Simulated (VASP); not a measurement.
Crystal: Ru.

```
Ru
1.0
     2.69000    0.00000    0.00000
    -1.34500    2.32961    0.00000
     0.00000    0.00000    4.25000
Ru
2
Cartesian
  0.0000 1.5531 1.0625
  1.3450 0.7765 3.1875
```

The cell was built by a generator and needn't be a form met in nature.

| Item | Value |
| --- | --- |
| Program | VASP 6.6.1 |
| Task | relaxation of cell and atoms |
| Functional | PBE |
| Potentials or basis | VASP PAW PBE potentials, release 64 (Ru_pv) |
| Cutoff | 700 eV |
| k mesh | 18 × 18 × 10 |
| Occupations | methfessel-paxton, width 0.1 eV |
| Spin | no spin polarisation |

At the start: pressure 11.2 GPa; volume 13.32 Å³/atom.

Where does the relaxation end?

Over 10 steps the energy falls by 15.0 meV/atom and the volume is 13.76 Å³/atom (+3.3 %); space group P6_3/mmc (No. 194, to 0.05 Å).

Step by step:
| step | energy change (eV) | largest force (eV/Å) | pressure (GPa) | volume (Å³) |
| --- | --- | --- | --- | --- |
| 1 | 0.0000 | 0.0000 | 11.17 | 26.63 |
| 2 | 0.2090 | 0.0000 | -24.32 | 30.38 |
| 3 | -0.0300 | 0.0000 | -0.46 | 27.56 |
| 4 | -0.0300 | 0.0000 | 0.02 | 27.52 |
| 5 | -0.0300 | 0.0000 | -0.21 | 27.54 |
| 6 | -0.0300 | 0.0000 | 0.50 | 27.48 |
| 7 | -0.0300 | 0.0000 | 0.01 | 27.52 |
| 8 | -0.0300 | 0.0000 | 0.06 | 27.52 |
| 9 | -0.0300 | 0.0000 | 0.04 | 27.52 |
| 10 | -0.0300 | 0.0000 | -0.01 | 27.52 |

Final structure:
```cif
data_structure
_symmetry_space_group_name_H-M 'P 1'
_symmetry_Int_Tables_number 1
_cell_length_a 2.7196
_cell_length_b 2.7196
_cell_length_c 4.2970
_cell_angle_alpha 90.000
_cell_angle_beta 90.000
_cell_angle_gamma 120.000
_cell_volume 27.52
loop_
_atom_site_label
_atom_site_type_symbol
_atom_site_fract_x
_atom_site_fract_y
_atom_site_fract_z
_atom_site_occupancy
Ru1 Ru 0.33333 0.66667 0.25000 1
Ru2 Ru 0.66667 0.33333 0.75000 1
```
